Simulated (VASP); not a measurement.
Set up this calculation in VASP 6.6.1, as the native input.

```yaml
Task: relaxation of cell and atoms
Functional: revPBE
Dispersion: D3(BJ)
Potentials_or_basis: VASP PAW PBE potentials, release 64 (Mg)
Cutoff: 600 eV
k_mesh: 16 × 16 × 8
Occupations: methfessel-paxton, width 0.1 eV
Spin: no spin polarisation
Further_INCAR_settings: ALGO = Normal; EDIFF = 1e-07; IBRION = 2; EDIFFG = -0.005; NSW = 60; ISIF = 3
```

The structure of Mg lies in POSCAR:

```
Mg
1.0
    3.1800000000      0.0000000000      0.0000000000
   -1.5900000000      2.7539607800      0.0000000000
    0.0000000000      0.0000000000      5.1600000000
Mg
2
Direct
    0.3333333300      0.6666666700      0.2500000000
    0.6666666700      0.3333333300      0.7500000000
```

The cell was built by a generator and needn't be a form met in nature.

These files were run (other wordings do the same):

INCAR

```
SYSTEM = Mg
  ALGO = Normal
  EDIFF = 1E-7
  EDIFFG = -0.005
  ENCUT = 600
  GGA = RE
  IBRION = 2
  ISIF = 3
  ISMEAR = 1
  IVDW = 12
  LASPH = .True.
  LCHARG = .False.
  LREAL = .False.
  LWAVE = .False.
  NELM = 120
  NSW = 60
  PREC = Accurate
  SIGMA = 0.1
```

KPOINTS

```
k-points
0
Gamma
  16 16 8
  0 0 0
```

Potentials or basis: VASP PAW PBE potentials, release 64 (Mg).

Run with:

```bash
$ cat potpaw_PBE.64/Mg/POTCAR > POTCAR
$ mpirun -np 1 vasp_std > vasp.out
```

It gave:

```json
{
  "Relaxed volume": "21.12 Å³/atom",
  "Relaxed cell": "a = 3.118 Å, b = 3.118 Å, c = 5.017 Å, α = 90.00°, β = 90.00°, γ = 120.00°",
  "Space group after relaxing (to 0.05 Å)": "P6_3/mmc (No. 194)",
  "Energy gained by relaxing": "12.1 meV/atom",
  "Ionic steps": "6",
  "Pressure after relaxing": "0.0 GPa",
  "Band gap on the k mesh": "none (metal or under the smearing width)",
  "Dispersion energy per atom": "-0.589 eV"
}
```

Caveat: the PAW data sets were made with another functional, which shifts forces and pressure a little; pairwise dispersion overbinds metals, which lowers pressure and volume.

It took 3.2 min on 1 thread of Intel(R) Xeon(R) Platinum 8375C CPU @ 2.90GHz (Ice Lake), with other jobs on the host, peak memory 0.23 GiB.
